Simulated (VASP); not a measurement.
An input for Ansatz (written as the equivalent of a VASP run, and not itself run):

Ansatz 0.2 input:
```yaml
crystal:
  lattice:
    - [3.1100000, 0.0000000, 0.0000000]
    - [0.0000000, 3.1100000, 0.0000000]
    - [0.0000000, 0.0000000, 3.1100000]
  atoms:
    - { symbol: Tc, position: [0.0000000, 0.0000000, 0.0000000] }
    - { symbol: Ti, position: [0.5000000, 0.5000000, 0.5000000] }
kpoints:
  mp_grid: { grid: [11, 11, 11] }
hamiltonian:
  xc: pbesol
  pseudopotentials: { kind: paw }
scf:
  occupations: { method: gaussian, width: 0.1 }
  max_iter: 100
output: { forces: true, stress: true, eigenvalues: true }
```

Problem. Write the VASP files for the same calculation (PBEsol).

Solution. One answer among several that fit: 
**POSCAR**
```
TiTc
1
    3.1100000000     0.0000000000     0.0000000000
    0.0000000000     3.1100000000     0.0000000000
    0.0000000000     0.0000000000     3.1100000000
Tc Ti
1 1
Direct
  0.0000000000   0.0000000000   0.0000000000
  0.5000000000   0.5000000000   0.5000000000
```

**KPOINTS**
```
Automatic
0
G
 11 11 11
0 0 0
```

INCAR:
```
SYSTEM = TiTc
PREC = Accurate; ENCUT = 300; LREAL = F
LASPH = T
EDIFF = 1E-6; NELM = 100; ALGO = Normal
LMAXMIX = 4
ISMEAR = 0; SIGMA = 0.1
GGA = PS
ISIF = 2
LWAVE = F; LCHARG = F
```

POTCAR, in this order: Tc_pv Ti_sv (PBE.64 set). Program: vasp_std.

The two are equivalent in intent, not identical: each code has its own PAW files, so the cut-off isn't converted (ENCUT is set for VASP's; basis.ecutwfc is left out, and Ansatz then takes the one that its files recommend); Ansatz stops its SCF on the density residual and VASP on the energy change (EDIFF).

The structure comes from a measured TiTc entry of the Crystallography Open Database, whose conditions weren't checked. The cell was not relaxed at this level.
